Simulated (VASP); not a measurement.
The input files of a VASP run:

**POSCAR**
```
Ag2Al2
1
    0.2090198343     3.9322759215     3.9203387986
    4.1067934908     0.0345022650     4.0948302077
    2.0706478779     2.0706478779     0.0000000000
Al Ag
2 2
Direct
  0.0000000000   0.0000000000   0.0000000000
  0.0000000000   0.5000000000   0.0000000000
  0.5000000000   0.0000000000   0.0000000000
  0.5000000000   0.5000000000   0.0000000000
```

KPOINTS:
```
Automatic
0
G
 6 6 12
0 0 0
```

### INCAR
```
LREAL=F
GGA=PS   # PBEsol
LCHARG=F
NELM=100   # most electronic steps
EDIFFG=-0.02
LWAVE=F
IBRION=2
ENCUT=400
NSW=60   # most ionic steps
PREC=Accurate
ISMEAR=1
LASPH=T
SIGMA=0.1   # width (eV)
EDIFF=1E-6
LMAXMIX=4   # l cut-off of mixed one-centre charges
ISIF=3   # ions, shape and volume
ALGO=Normal
SYSTEM=Ag2Al2
```

POTCAR, in this order: Al Ag (PBE.64 set). Program: vasp_std.

Task: Write an equivalent input for Ansatz.

Result: One equivalent input (not run):
Ansatz 0.2 input:
```yaml
crystal:
  lattice:
    - [0.2090198, 3.9322759, 3.9203388]
    - [4.1067935, 0.0345023, 4.0948302]
    - [2.0706479, 2.0706479, 0.0000000]
  atoms:
    - { symbol: Al, position: [0.0000000, 0.0000000, 0.0000000] }
    - { symbol: Al, position: [0.0000000, 0.5000000, 0.0000000] }
    - { symbol: Ag, position: [0.5000000, 0.0000000, 0.0000000] }
    - { symbol: Ag, position: [0.5000000, 0.5000000, 0.0000000] }
kpoints:
  mp_grid: { grid: [6, 6, 12] }
hamiltonian:
  xc: pbesol
  pseudopotentials: { kind: paw }
scf:
  occupations: { method: methfessel_paxton, width: 0.1 }
  max_iter: 100
relax:
  max_steps: 60
  f_tol: 0.02
  cell: {}
output: { forces: true, stress: true, eigenvalues: true }
```
What does not carry over: each code has its own PAW files, so the cut-off isn't converted (ENCUT is set for VASP's; basis.ecutwfc is left out, and Ansatz then takes the one that its files recommend); Ansatz stops its SCF on the density residual and VASP on the energy change (EDIFF).

The structure was generated: Ag2Al2 was put into an ordered model structure (R-3m), which need not be its known phase. This run relaxes it. It ends in space group C2/m. Symmetry was kept, so distortions that lower it aren't found. The start is the result of an earlier pass.
